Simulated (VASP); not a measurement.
OSZICAR of a VASP run on Ho (hcp):

File OSZICAR:
```
       N       E                     dE             d eps       ncg     rms          rms(c)
DAV:   1     0.811962793843E+01    0.81196E+01   -0.82981E+03  2938   0.133E+03
DAV:   2    -0.947957199327E+02   -0.10292E+03   -0.10115E+03  3737   0.567E+02
DAV:   3    -0.100365604239E+03   -0.55699E+01   -0.53370E+01  4472   0.104E+02
DAV:   4    -0.100584017392E+03   -0.21841E+00   -0.21316E+00  4674   0.137E+01
DAV:   5    -0.100588986371E+03   -0.49690E-02   -0.48838E-02  4509   0.226E+00    0.298E+01
DAV:   6    -0.982965420792E+02    0.22924E+01   -0.10076E+00  4277   0.163E+01    0.154E+01
DAV:   7    -0.969647313428E+02    0.13318E+01   -0.46105E-01  4964   0.796E+00    0.439E-01
DAV:   8    -0.980028656468E+02   -0.10381E+01   -0.51176E-01  4389   0.725E+00    0.262E+00
DAV:   9    -0.980003160469E+02    0.25496E-02   -0.12234E-01  3488   0.491E+00    0.129E+00
DAV:  10    -0.980112685139E+02   -0.10952E-01   -0.69222E-03  4298   0.121E+00    0.958E-01
DAV:  11    -0.980020696039E+02    0.91989E-02   -0.31089E-02  3025   0.278E+00    0.910E-01
DAV:  12    -0.980160442427E+02   -0.13975E-01   -0.27652E-02  2945   0.262E+00    0.222E-01
DAV:  13    -0.980157099970E+02    0.33425E-03   -0.82698E-04  3760   0.413E-01    0.254E-01
DAV:  14    -0.980188435963E+02   -0.31336E-02   -0.46321E-03  3300   0.876E-01    0.963E-02
DAV:  15    -0.980183898749E+02    0.45372E-03   -0.26176E-02  2875   0.208E+00    0.134E-01
DAV:  16    -0.980166994229E+02    0.16905E-02   -0.59050E-03  2893   0.874E-01    0.754E-02
DAV:  17    -0.980166869937E+02    0.12429E-04   -0.25567E-04  3196   0.198E-01    0.399E-02
DAV:  18    -0.980166913199E+02   -0.43262E-05   -0.84369E-06  4530   0.455E-02    0.430E-02
DAV:  19    -0.980166879996E+02    0.33203E-05   -0.81264E-05  2990   0.109E-01    0.541E-02
DAV:  20    -0.980166799999E+02    0.79997E-05   -0.99901E-05  2946   0.123E-01    0.204E-02
DAV:  21    -0.980166768181E+02    0.31818E-05   -0.11753E-04  3240   0.157E-01    0.511E-03
DAV:  22    -0.980166691570E+02    0.76611E-05   -0.14591E-05  2940   0.499E-02    0.402E-03
DAV:  23    -0.980166709363E+02   -0.17793E-05   -0.93362E-07  3781   0.133E-02    0.351E-03
DAV:  24    -0.980166762348E+02   -0.52985E-05   -0.36034E-06  2980   0.274E-02    0.497E-03
DAV:  25    -0.980166770864E+02   -0.85157E-06   -0.43988E-06  2930   0.296E-02    0.306E-03
DAV:  26    -0.980166782413E+02   -0.11549E-05   -0.21479E-07  2934   0.557E-03    0.269E-03
DAV:  27    -0.980166813416E+02   -0.31004E-05   -0.55882E-07  2976   0.106E-02    0.121E-03
DAV:  28    -0.980166824570E+02   -0.11154E-05   -0.31912E-07  2945   0.807E-03    0.937E-04
DAV:  29    -0.980166814806E+02    0.97641E-06   -0.12650E-07  2113   0.520E-03    0.417E-04
DAV:  30    -0.980166813125E+02    0.16805E-06   -0.21349E-08  1650   0.432E-03    0.517E-04
DAV:  31    -0.980166809540E+02    0.35853E-06   -0.11416E-08  1650   0.232E-03    0.642E-04
DAV:  32    -0.980166811822E+02   -0.22817E-06   -0.88955E-09  1635   0.283E-03    0.423E-04
DAV:  33    -0.980166812239E+02   -0.41698E-07   -0.81916E-09  1635   0.256E-03
   1 F= -.98016681E+02 E0= -.98016681E+02  d E =0.000000E+00
       N       E                     dE             ncg
```

Problem. Which electronic solver shows in the log?

Solution. It is blocked Davidson (ALGO = Normal, or the opening steps of other solvers). The INCAR had ALGO = Normal.

Problem. Can the final energy be trusted as converged?

Solution. The run converged. It stopped with EDIFF = 1E-7, NELM = 100 (SCAN meta-GGA, plane waves, VASP's PBE PAW potentials (set 64)). The 4f electrons are frozen in the core of the lanthanide potential, so 4f levels, which can set the real gap, and their magnetism are missing.

The compound is Ho in the hcp structure. It was relaxed first.
